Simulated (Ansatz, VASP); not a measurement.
# SiO2 in two plane-wave programs

Aim: how closely do two programs agree when they are given the same cell, functional and k mesh? The cell is taken from a series of runs on this material, whose earlier steps may have relaxed, scaled, displaced or heated it; both programs get it as it stands.

Main program and level: Ansatz 0.2.0; plane waves, with VASP 6.6.1 beside it; single point at HSE06 with D3(BJ).

## (1) Starting point

Symmetry: P3_221, No. 154, trigonal system. The conventional cell has a = 4.782 Å, b = 4.782 Å, c = 5.260 Å, α = 90.00°, β = 90.00°, γ = 120.00°. Si has 4 O at 1.61 Å nearest. O has 2 Si at 1.61 Å nearest. Farther neighbours and most contacts between anions are not listed.

## (2) VASP: single point, HSE06 with D3(BJ)

A single point gives forces, pressure and levels at one fixed geometry, so differences don't come from the geometry; what else differs is listed under the comparison.

Lines of VASP's logs that name or quote its potential files are left out, and so is its time.

The run reads the wave functions of an earlier VASP run, which isn't shown here.

INCAR reads:

```
SYSTEM = SiO2
PREC = Accurate
ENCUT = 520
EDIFF = 1E-06
NELM = 100
ISMEAR = 0
SIGMA = 0.01
LREAL = .FALSE.
ALGO = Normal
LHFCALC = .TRUE.
AEXX = 0.25
GGA = PE
HFSCREEN = 0.208
IVDW = 12
VDW_S6 = 1
VDW_S8 = 2.31
VDW_A1 = 0.383
VDW_A2 = 5.685
LASPH = .TRUE.
NBANDS = 33
PRECFOCK = Fast
LORBIT = 11
LWAVE = .FALSE.
LCHARG = .FALSE.
ISIF = 2
```

POSCAR reads:

```
SiO2
1.0
    4.7815968017      0.0000000000      0.0000000000
   -2.3907984008      4.1409843009      0.0000000000
    0.0000000000      0.0000000000      5.2601494077
Si O
3 6
Direct
    0.4561689117      0.0000000000      0.6666666667
    0.0000000000      0.4561689117      0.3333333333
    0.5438310883      0.5438310883      0.0000000000
    0.4058805719      0.2888513514      0.7682384365
    0.7111486486      0.1170292205      0.4349051032
    0.8829707795      0.5941194281      0.1015717698
    0.2888513514      0.4058805719      0.2317615635
    0.1170292205      0.7111486486      0.5650948968
    0.5941194281      0.8829707795      0.8984282302
```

KPOINTS reads:

```
Automatic mesh
0
Gamma
3 3 3
0 0 0
```

PAW data sets: Si and O (PBE family, release 64).

Launch:

```sh
export OMP_NUM_THREADS=3
mpirun -np 1 vasp_std
```

Numbers of over 12 decimals in the logs are rounded to 6 here.

What it wrote:

```text
[banner, memory and clock lines left out]
running    1 mpi-ranks, on    1 nodes
 distrk:  each k-point on    1 cores,    1 groups
 distr:  one band on    1 cores,    1 groups
 Offloading initialized ...    1 GPUs detected
 POSCAR found type information on POSCAR SiO
 POSCAR found :  2 types and       9 ions
 LDA part: xc-table for (Slater+PW92), standard interpolation
 found WAVECAR, reading the header
 POSCAR, INCAR and KPOINTS ok, starting setup
 FFT: planning ... GRIDC
 FFT: planning ... GRID_SOFT
 FFT: planning ... GRID
 reading WAVECAR
 the WAVECAR file was read successfully
 initial charge from wavefunction
 entering main loop
       N       E                     dE             d eps       ncg     rms          rms(c)
DAV:   1    -0.872281163453E+02   -0.87228E+02   -0.13075E+00   512   0.809E+00    0.568E+00
DAV:   2    -0.872390619274E+02   -0.10946E-01   -0.55342E-02   562   0.137E+00    0.408E+00
DAV:   3    -0.872350199486E+02    0.40420E-02   -0.40695E-03   562   0.346E-01    0.244E+00
DAV:   4    -0.872341036301E+02    0.91632E-03   -0.13036E-03   580   0.183E-01    0.139E+00
DAV:   5    -0.872338282114E+02    0.27542E-03   -0.17423E-04   572   0.879E-02    0.785E-01
DAV:   6    -0.872337375843E+02    0.90627E-04   -0.50681E-05   580   0.558E-02    0.445E-01
DAV:   7    -0.872337119871E+02    0.25597E-04   -0.14337E-05   580   0.309E-02    0.254E-01
DAV:   8    -0.872337046780E+02    0.73091E-05   -0.42421E-06   564   0.161E-02    0.144E-01
DAV:   9    -0.872337029758E+02    0.17022E-05   -0.15036E-06   410   0.942E-03    0.825E-02
DAV:  10    -0.872337027887E+02    0.18716E-06   -0.66313E-07   366   0.638E-03
   1 F= -.88712138E+02 E0= -.88712138E+02  d E =-.335733E-15
```

Parts of OUTCAR (step 2):

```text
ion  position               nearest neighbor table
   1  0.456  0.000  0.667-   4 1.61   8 1.61   9 1.61   5 1.61   3 2.99   3 2.99   2 2.99   2 2.99

  LATTYP: Found a hexagonal cell.
 ALAT       =     4.7815968017
 C/A-ratio  =     1.1000821746

 Subroutine GETGRP returns: Found  6 space group operations
 (whereof  2 operations were pure point group operations)

The static configuration has the point symmetry C_2 .
 The point group associated with its full space group is D_3 .

 Found      7 irreducible k-points:

   k-points           NKPTS =      7   k-points in BZ     NKDIM =     27   number of bands    NBANDS=     33

   dimension x,y,z NGX =    36 NGY =   36 NGZ =   40
   dimension x,y,z NGXF=    72 NGYF=   72 NGZF=   80

   ENCUT  =  520.0 eV  38.22 Ry    6.18 a.u.   8.89  8.89  9.78*2*pi/ulx,y,z

   NELECT =      48.0000    total number of electrons

 k-points in reciprocal lattice and weights: Automatic mesh
   0.00000000  0.00000000  0.00000000       0.037
   0.33333333  0.00000000  0.00000000       0.222
   0.33333333  0.33333333  0.00000000       0.074
   0.00000000  0.00000000  0.33333333       0.074
   0.33333333  0.00000000  0.33333333       0.222
   0.00000000  0.33333333  0.33333333       0.222
   0.33333333  0.33333333  0.33333333       0.148

  exchange ACFDT corr.  =         0.00000000  see jH, gK, PRB 81, 115126

 average (electrostatic) potential at core
       1 -82.0443       2 -82.0443       3 -82.0443       4 -65.4773       5 -65.4773
       6 -65.4773       7 -65.4773       8 -65.4773       9 -65.4773

 E-fermi :   0.5049

 k-point     1 :       0.0000    0.0000    0.0000
  band No.  band energies     occupation
    ...
     20      -0.7603      2.00000
     21      -0.6843      2.00000
     22      -0.6843      2.00000
     23       0.2148      2.00000
     24       0.2148      2.00000
     25       8.5432      0.00000
     26      11.8332      0.00000
     27      11.8332      0.00000
     28      12.9281      0.00000
     29      12.9281      0.00000
    ...

 k-point     2 :       0.3333    0.0000    0.0000
  band No.  band energies     occupation
    ...
     20      -0.7543      2.00000
     21      -0.6088      2.00000
     22      -0.3554      2.00000
     23       0.1930      2.00000
     24       0.3603      2.00000
     25      10.1537      0.00000
     26      12.0400      0.00000
     27      12.1811      0.00000
     28      12.5230      0.00000
     29      13.1385      0.00000
    ...

 k-point     3 :       0.3333    0.3333    0.0000
  band No.  band energies     occupation
    ...
     20      -0.6887      2.00000
     21      -0.6887      2.00000
     22       0.0269      2.00000
     23       0.0270      2.00000
     24       0.4521      2.00000
     25      11.6265      0.00000
     26      11.6265      0.00000
     27      12.1692      0.00000
     28      13.0346      0.00000
     29      13.0346      0.00000
    ...

 Edisp (eV)   -1.47844

  Total       1.10036     1.10036     1.83809     0.00000     0.00000     0.00000
  in kB      16.92660    16.92660    28.27499     0.00000     0.00000     0.00000
  external pressure =       20.71 kB  Pullay stress =        0.00 kB

  energy-cutoff  :      520.00
  volume of cell :      104.15
      direct lattice vectors                 reciprocal lattice vectors
     4.781596802  0.000000000  0.000000000     0.209135157  0.120744239 -0.000000000
    -2.390798401  4.140984301  0.000000000     0.000000000  0.241488479  0.000000000
     0.000000000  0.000000000  5.260149408     0.000000000 -0.000000000  0.190108668

 POSITION                                       TOTAL-FORCE (eV/Angst)
 -----------------------------------------------------------------------------------
      2.18122      0.00000      3.50677        -0.016502      0.000000     -0.000000
     -1.09061      1.88899      1.75338         0.008251     -0.014291     -0.000000
      1.30019      2.25200      0.00000         0.008251      0.014291     -0.000000
      1.25017      1.19613      4.04105         0.084177     -0.014788      0.061786
      3.12063      0.48462      2.28767        -0.029282      0.080293      0.061786
      2.80159      2.46024      0.53428        -0.054895     -0.065505      0.061786
      0.41079      1.68075      1.21910        -0.054895      0.065505     -0.061786
     -1.14063      2.94486      2.97248         0.084177      0.014788     -0.061786
      0.72983      3.65637      4.72587        -0.029282     -0.080293     -0.061786
 -----------------------------------------------------------------------------------
    total drift:                                0.000006      0.000010      0.000000

  FREE ENERGIE OF THE ION-ELECTRON SYSTEM (eV)
  ---------------------------------------------------
  free  energy   TOTEN  =       -88.7121384892 eV

  energy  without entropy=      -88.7121384892  energy(sigma->0) =      -88.71213849

 total charge
# of ion       s       p       d       tot
------------------------------------------
    1        0.664   1.030   0.000   1.694
    2        0.664   1.030   0.000   1.694
    3        0.664   1.030   0.000   1.694
    4        1.560   3.731   0.000   5.291
    5        1.560   3.731   0.000   5.291
    6        1.560   3.731   0.000   5.291
    7        1.560   3.731   0.000   5.291
    8        1.560   3.731   0.000   5.291
    9        1.560   3.731   0.000   5.291
--------------------------------------------------
tot         11.353  25.477   0.000  36.829

[... 3 further parts left out ...]
```

The run ends at a pressure of 2.07 GPa, with forces up to 0.11 eV/Å.

## (3) Ansatz: single point, HSE06 with D3(BJ)

Ansatz runs on its default PAW (the set named soft_2) files.

The same cell, functional and mesh now go to Ansatz.

input.yaml reads:

```yaml
crystal:
  lattice:
    - [4.7815968017, 0.0, 0.0]
    - [-2.3907984008, 4.1409843009, 0.0]
    - [0.0, 0.0, 5.2601494077]
  atoms:
    - { symbol: Si, position: [0.4561689117, 0.0, 0.6666666667] }
    - { symbol: Si, position: [0.0, 0.4561689117, 0.3333333333] }
    - { symbol: Si, position: [0.5438310883, 0.5438310883, 0.0] }
    - { symbol: O, position: [0.4058805719, 0.2888513514, 0.7682384365] }
    - { symbol: O, position: [0.7111486486, 0.1170292205, 0.4349051032] }
    - { symbol: O, position: [0.8829707795, 0.5941194281, 0.1015717698] }
    - { symbol: O, position: [0.2888513514, 0.4058805719, 0.2317615635] }
    - { symbol: O, position: [0.1170292205, 0.7111486486, 0.5650948968] }
    - { symbol: O, position: [0.5941194281, 0.8829707795, 0.8984282302] }
kpoints:
  mp_grid: { grid: [3, 3, 3] }
hamiltonian:
  xc: hse06
  dispersion: d3bj
scf:
  occupations: { method: fixed }
  n_extra_bands: 7
  lower_state_search: "off"
  convergence: { dr2_threshold: 1.0e-09 }
output:
  eigenvalues: true
basis:
  ecutwfc: 650
```

Launch:

```sh
ansatz run input.yaml --threads 24 --pin off --max-ram 27648MiB --backend cpu --events-out ev --progress --plain --runs-dir out
```

What it wrote:

```text
scf.n_extra_bands = 7 over 24 filled bands (N_el = 48.0): the run solves 31 bands
Engine: ansatz 0.2.0, aarch64-unknown-linux-gnu
Pseudopotentials: kind: paw
Pseudopotential: Si, paw, valence charge 4, recommended cutoff 420 eV (normal), Si.paw.azcp
Pseudopotential: O, paw, valence charge 6, recommended cutoff 420 eV (normal), O.paw.azcp
Functional definition: HSE06
  parameter a = 0.25
  parameter omega = 0.11/bohr
  exchange = pbe_x - a*pbe_x_sr(omega) + a*exact_x_sr(omega)
  correlation = pbe_c
davidson cushion auto → on  (no smearing: the cushion is to keep the highest requested band from converging to the state above it; pin scf.eigensolver.cushion to override)
Crystal: 9 atoms, lattice volume = 104.154 Å³
Basis set: ecut = 650 eV, 3909 PW (Γ)
Bands: 31, of which v1, the nominal top of the filled ones, is band 24 counted from 1 (23 counted from 0)
Symmetry: 6 space group operations
Space group: P3221 (ITA 154), of the structure as read, at distance tolerance 4.7e-5 Å
k-points: 7 of 27 (time reversal used)
Non-local potential: Si, projectors of the file, l = 0: 2, l = 1: 2, l = 2: 2
Non-local potential: O, projectors of the file, l = 0: 2, l = 1: 2, l = 2: 1
PAW form: soft (Blöchl's): semilocal exchange-correlation on the pseudo side does not see the compensation charge
PAW frozen core: Si, regenerated for the run's functional, and the local potential with it (the file was generated under x = pbe(κ = 0.804, μ = 0.219515), c = pbe(β = 0.066725))
PAW frozen core: O, regenerated for the run's functional, and the local potential with it (the file was generated under x = pbe(κ = 0.804, μ = 0.219515), c = pbe(β = 0.066725))
PAW one-centre angular grid: Si, 110 points (default); XC on 64 Gauss nodes
PAW one-centre angular grid: O, 110 points (default); XC on 96 Gauss nodes
Initial density: superposition of atomic densities (neutral atoms: chi_scale 0, normalization atom), corrected by the library's trained network
Initial wavefunctions: pseudopotential atomic-orbital guess
Functional: x = pbe(κ = 0.804, μ = 0.219515), c = pbe(β = 0.066725), warm-up for x = pbe(κ = 0.804, μ = 0.219515) + 0.25 (exact − pbe) at short range (hse, ω = 0.207870 Å⁻¹), c = pbe(β = 0.066725); HSE06 as pw.x's `hse` composes it (authors' and Libxc's form: `xc: wpbeh`)
SCF iter   1: F=—  HF=-5323.408724 eV  |F-HF|=—  |Δ(HF+E_count)|=         —  Δρ=1.58e-3  dr2=8.47e-4  ethr=1.77e-3  ⟨swp⟩=8.1  Hψ=1190  notcnv=0
preconditioner: auto → none  [insulator: Δε(μ)=6.220 eV  Ē_g=16.809 eV  n_scr=22 (ndim 8)  ℏωp=25.2 eV  f_vac=0.069]
SCF iter   2: F=—  HF=-5323.411082 eV  |F-HF|=—  |Δ(HF+E_count)|=   2.36e-3  Δρ=8.74e-4  dr2=3.14e-4  ethr=1.77e-6  ⟨swp⟩=6.1  Hψ=938  notcnv=0  defer=1
SCF iter   3: F=-5323.411386 eV  HF=-5323.411256 eV  |F-HF|=1.30e-4  |Δ(HF+E_count)|=   1.74e-4  Δρ=4.40e-4  dr2=3.44e-5  ethr=6.55e-7  ⟨swp⟩=3.3  Hψ=601  notcnv=0
SCF 1 stopped early in 3 iterations: F = -5323.411386 eV  dr2 = 3.44e-5
  greatest PAW one-centre occupation: 0.864 electrons in one spin orbital (limit 2), on the O atom at site 7 (counted from 0), in its partial waves of l = 0
Initial density: handed on by an earlier stage of this run
Initial wavefunctions: those handed on with the density
Functional: x = pbe(κ = 0.804, μ = 0.219515) + 0.25 (exact − pbe) at short range (hse, ω = 0.207870 Å⁻¹), c = pbe(β = 0.066725); HSE06 as pw.x's `hse` composes it (authors' and Libxc's form: `xc: wpbeh`)
Exchange kernel: α = 0.2500, screened, ω = 0.2079 Å⁻¹, Wigner–Seitz truncation, v(0) = 1019.8189 eV·Å³, q-mesh 3×3×3, nearest image of the exchange supercell L = 14.34 Å, pair-density grid 30×30×36, without the augmentation charges, whose exchange is taken in its separable form by FFT convolution over the k-point mesh (sized by the pseudopotential files, 36×36×45 at the most), smooth part of the exact exchange by density-matrix convolution
Frozen-core exchange: fock
SCF iter   1: F=—  HF=-5324.574193 eV  |F-HF|=—  |Δ(HF+E_count)|=         —  Δρ=7.28e-3  dr2=3.75e-2  ethr=7.16e-7  ⟨swp⟩=8.0  Hψ=1282  notcnv=0
preconditioner: auto → none  [insulator: Δε(μ)=8.083 eV  Ē_g=19.344 eV  n_scr=22 (ndim 8)  ℏωp=25.2 eV  f_vac=0.068]
SCF iter   2: F=—  HF=-5324.561577 eV  |F-HF|=—  |Δ(HF+E_count)|=   1.26e-2  Δρ=3.90e-3  dr2=6.19e-3  ethr=7.16e-7  ⟨swp⟩=5.0  Hψ=933  notcnv=0
SCF iter   3: F=—  HF=-5324.575473 eV  |F-HF|=—  |Δ(HF+E_count)|=   1.39e-2  Δρ=1.58e-3  dr2=2.54e-3  ethr=7.16e-7  ⟨swp⟩=4.9  Hψ=839  notcnv=0
iter 4 solved again at ethr=3.19e-8 eV; its pass at ethr=7.16e-7 eV (dr2=1.53e-5 eV) is discarded
SCF iter   4: F=—  HF=-5324.574661 eV  |F-HF|=—  |Δ(HF+E_count)|=   8.12e-4  Δρ=1.64e-4  dr2=3.32e-5  ethr=3.19e-8  ⟨swp⟩=2.3  Hψ=1299  notcnv=0
SCF iter   5: F=—  HF=-5324.574836 eV  |F-HF|=—  |Δ(HF+E_count)|=   1.75e-4  Δρ=1.83e-4  dr2=3.05e-5  ethr=3.19e-8  ⟨swp⟩=5.0  Hψ=788  notcnv=0
SCF iter   6: F=-5324.574828 eV  HF=-5324.574828 eV  |F-HF|=1.27e-8  |Δ(HF+E_count)|=   8.80e-6  Δρ=1.31e-5  dr2=5.87e-7  ethr=3.19e-8  ⟨swp⟩=3.0  Hψ=666  notcnv=0
SCF 2 stopped early in 6 iterations: F = -5324.574828 eV  dr2 = 5.87e-7
  greatest PAW one-centre occupation: 0.868 electrons in one spin orbital (limit 2), on the O atom at site 8 (counted from 0), in its partial waves of l = 0
hybrid outer 1: dexx = +1.705e-2 eV, tail = 1.79e-5 eV
Exchange kernel: α = 0.2500, screened, ω = 0.2079 Å⁻¹, Wigner–Seitz truncation, v(0) = 1019.8189 eV·Å³, q-mesh 3×3×3, nearest image of the exchange supercell L = 14.34 Å, pair-density grid 30×30×36, without the augmentation charges, whose exchange is taken in its separable form by FFT convolution over the k-point mesh (sized by the pseudopotential files, 36×36×45 at the most), smooth part of the exact exchange by density-matrix convolution
Frozen-core exchange: fock
SCF iter   1: F=—  HF=-5324.574687 eV  |F-HF|=—  |Δ(HF+E_count)|=         —  Δρ=3.51e-5  dr2=8.82e-7  ethr=1.86e-7  ⟨swp⟩=4.0  Hψ=586  notcnv=0
preconditioner: auto → none  [insulator: Δε(μ)=8.091 eV  Ē_g=19.332 eV  n_scr=22 (ndim 8)  ℏωp=25.2 eV  f_vac=0.076]
iter 2 solved again at ethr=1.49e-10 eV; its pass at ethr=1.52e-9 eV (dr2=7.17e-8 eV) is discarded
SCF iter   2: F=—  HF=-5324.574687 eV  |F-HF|=—  |Δ(HF+E_count)|=   6.44e-8  Δρ=1.51e-5  dr2=9.61e-8  ethr=1.49e-10  ⟨swp⟩=2.0  Hψ=1214  notcnv=0
SCF iter   3: F=—  HF=-5324.574687 eV  |F-HF|=—  |Δ(HF+E_count)|=   2.30e-7  Δρ=6.80e-6  dr2=2.75e-8  ethr=1.49e-10  ⟨swp⟩=5.9  Hψ=738  notcnv=0
SCF iter   4: F=—  HF=-5324.574687 eV  |F-HF|=—  |Δ(HF+E_count)|=   9.26e-9  Δρ=2.20e-6  dr2=5.39e-9  ethr=5.38e-11  ⟨swp⟩=3.3  Hψ=692  notcnv=0
SCF iter   5: F=-5324.574687 eV  HF=-5324.574687 eV  |F-HF|=8.91e-11  |Δ(HF+E_count)|=   1.26e-9  Δρ=3.73e-7  dr2=1.99e-10  ethr=7.66e-12  ⟨swp⟩=3.0  Hψ=542  notcnv=0
SCF 3 converged in 5 iterations: F = -5324.574687 eV  dr2 = 1.99e-10
  greatest PAW one-centre occupation: 0.868 electrons in one spin orbital (limit 2), on the O atom at site 6 (counted from 0), in its partial waves of l = 0
hybrid outer 2: dexx = +2.081e-7 eV, tail = 3.28e-9 eV, Δε = 9.58e-4 eV (about 1.38e-5 eV left of the loop's levels)
hybrid SCF converged: 2 outer / 11 inner (+3 warm-up), last move |dexx| = 2.08e-7 eV, tail = 3.28e-9 eV
Stability not checked: this state was not tested for a lower state beside it, because the functional holds exact exchange (a hybrid, or Hartree-Fock), whose exchange loop this test does not read (fock_operator; see scf.lower_state_search)
Free energy (F): -5324.574687 eV
Frozen-core exchange: fock
Harris-Foulkes:  -5324.574687 eV  (|F-HF|=8.91e-11)
Internal energy: -5324.574687 eV  (E = F + TS)
E sigma→0 (E₀):  -5324.574687 eV
Fermi energy:    2.028485 eV
--- Per-component energies (eV) ---
  E_band       = -252.017945
  E_kinetic    = 1218.709180
  E_local      = -2746.330364  (includes V_loc(G=0)·N_el)
  E_nonlocal   = 353.552751
  E_hartree    = 979.261349
  E_xc         = -494.435961
  E_vxc        = -569.722963  (∫ρ·V_xc dr)
  E_exx        = -138.632623  (= α·E_x^exact, valence–valence)
  E_paw        = -2477.549213  (= ΣΔE_a)
  E_vpaw       = -189.486102  (= ΣTr[D̂ρ^β])
  E_aug_tail   = 0.002888  (compensation charges beyond the density's cutoff)
  E_ewald      = -2017.336679
  E_disp       = -1.478709  (pairwise vdW)
  E_core_change = -0.337308  (= ΣΔE_core)
  E_smearing   = -0.000000  (= −TS)
  E_closure    = 0.000000  (closes the sum)
  Σ components = -5324.574687   (vs F -5324.574687, Δ=0.00e0)
--- Band table (eV; the first three rows and the last of 7) ---
[... rows of the band table ...]
```

The column dr2 measures how far the density is from self-consistency, as an energy; F and HF (Harris–Foulkes) agree once it is small.

## (4) Comparison

Known differences besides the potentials themselves: exact exchange at q = 0 is treated differently, which shows on coarse meshes; VASP keeps PBE cores, Ansatz makes them for the functional; fixed occupations in Ansatz, narrow Gaussian smearing in VASP; the cutoff is 650 eV in Ansatz and 520 eV in VASP; VASP takes a coarser grid for exact exchange (PRECFOCK = Fast). Total energies have different zeros and are not compared.

Compared:

```tsv
quantity	Ansatz	VASP	difference
gap on the k mesh (eV)	8.091	8.091	-0.001
```

A gap on the mesh is an upper bound, since the band edges may lie between its points.

## (5) Results

```json
{
 "difference in gap on the k mesh (single point, HSE06 with D3(BJ))": "-5.4e-4 eV"
}
```

The difference in gap on the k mesh is -5.4e-4 eV (single point, HSE06 with D3(BJ)), within the 0.08 eV picked in this series as the mark of a large difference. Such differences can come from data sets, numerical settings and the points named under the comparisons, not from the functional's error against experiment.

[Lines on the potential files, build, host, timing and source positions are cut from VASP's logs without a mark.]

[Logs are printed without paths, hosts, clocks, repeated set-up lines and the standing remarks that a program may print on its own settings, such as how far it seeks lower states.]

[Hosts, paths, dates, database ids (printed as entryN), source tags and the programs' standing remarks are cut or masked in the printed files.]
